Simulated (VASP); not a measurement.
Crystal: Si4Ge3.

```
Si Ge
1.0
     5.26887    0.00000    0.00000
    -2.63444    4.56298    0.00000
     0.00000    0.00000    5.94052
Si Ge
4 3
Cartesian
  0.0000 3.0420 0.0000
  2.6344 1.5210 0.0000
  0.0000 0.0000 0.9683
  0.0000 0.0000 4.9722
  2.6344 0.0000 2.9703
  -1.3172 2.2815 2.9703
  1.3172 2.2815 2.9703
```

The cell was built by a generator and needn't be a form met in nature.

- Program: VASP 6.6.1
- Task: relaxation of cell and atoms
- Functional: PBE
- Potentials or basis: VASP PAW PBE potentials, release 64 (Si, Ge_d)
- Cutoff: 520 eV
- k mesh: 4 × 4 × 3
- Occupations: gaussian, width 0.15 eV
- Spin: no spin polarisation

At the start: pressure -0.0 GPa; volume 20.40 Å³/atom.

Question: How do energy, volume and symmetry change on relaxing?

Answer: Over 23 steps the energy falls by 278.3 meV/atom and the volume is 17.95 Å³/atom (-12.0 %); space group P6/mmm (No. 191, to 0.05 Å).

The path:
```tsv
step	energy change (eV)	largest force (eV/Å)	pressure (GPa)	volume (Å³)
1	0.0000	7.7359	-0.05	142.82
2	-0.7509	1.4946	-3.41	142.33
3	-1.2247	0.1473	-4.49	142.68
4	-1.2262	0.0612	-4.25	142.68
5	-1.2268	0.0583	-4.42	142.69
6	-1.3886	0.0238	-0.68	132.60
7	-1.3891	0.0110	-0.51	130.70
8	-1.3564	0.0147	2.77	126.96
9	-1.3868	0.0094	2.22	130.07
10	-1.3884	0.0109	-0.11	130.47
11	-1.4340	0.3961	0.47	129.20
12	-1.4744	1.7952	2.36	125.22
13	-1.4838	1.1295	1.49	126.97
14	-1.4881	1.3313	2.15	126.42
15	-1.5017	1.3476	1.83	126.35
16	-1.5285	1.4457	1.07	126.13
17	-1.5936	1.9526	1.08	125.60
18	-1.6833	2.3064	1.59	124.18
19	-1.6955	2.2926	1.80	124.50
20	-1.7519	1.8974	1.27	124.70
21	-1.8431	1.1915	0.20	125.10
22	-1.9446	0.1330	0.14	125.70
23	-1.9481	0.0414	-0.32	125.64
```

Final structure:
```cif
data_structure
_symmetry_space_group_name_H-M 'P 1'
_symmetry_Int_Tables_number 1
_cell_length_a 5.4757
_cell_length_b 5.4757
_cell_length_c 4.8387
_cell_angle_alpha 90.000
_cell_angle_beta 90.000
_cell_angle_gamma 120.000
_cell_volume 125.64
loop_
_atom_site_label
_atom_site_type_symbol
_atom_site_fract_x
_atom_site_fract_y
_atom_site_fract_z
_atom_site_occupancy
Si1 Si 0.33333 0.66667 0.00000 1
Si2 Si 0.66667 0.33333 0.00000 1
Si3 Si 0.00000 0.00000 0.24690 1
Si4 Si 0.00000 0.00000 0.75310 1
Ge1 Ge 0.50000 0.00000 0.50000 1
Ge2 Ge 0.00000 0.50000 0.50000 1
Ge3 Ge 0.50000 0.50000 0.50000 1
```
